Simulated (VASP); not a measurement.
Consider the following.

```xyz
2
Lattice="0.0000 3.2890 3.2890 3.2890 0.0000 3.2890 3.2890 3.2890 0.0000" Properties=species:S:1:pos:R:3 pbc="T T T"
In     0.0000     0.0000     0.0000
Sb     1.6445     1.6445     1.6445
```

Level of theory: PBE GGA, VASP's PBE PAW potentials (set 64) (plane waves; VASP 6.6.1). Settings: 480 eV cut-off, 10×10×10 Γ-centred mesh, first-order Methfessel-Paxton smearing of 0.10 eV, potentials In_d Sb.

Unless said otherwise, spin-orbit coupling is left out, though it shifts the bands of the heavy elements here.

Q: Predict the energy per atom (σ→0), pressure, band gap (on the k-mesh) with the smallest direct gap where there is one.

A: 
band gap (on the k-mesh): none (metal, semimetal or under 0.01 eV)
energy per atom (σ→0): -3.473 eV/atom
pressure: 10.1 kbar

The absolute energy has meaning only against runs of the same code, potentials and settings.

The compound is InSb in the zinc blende structure. It was relaxed first under an external pressure of 1 GPa.
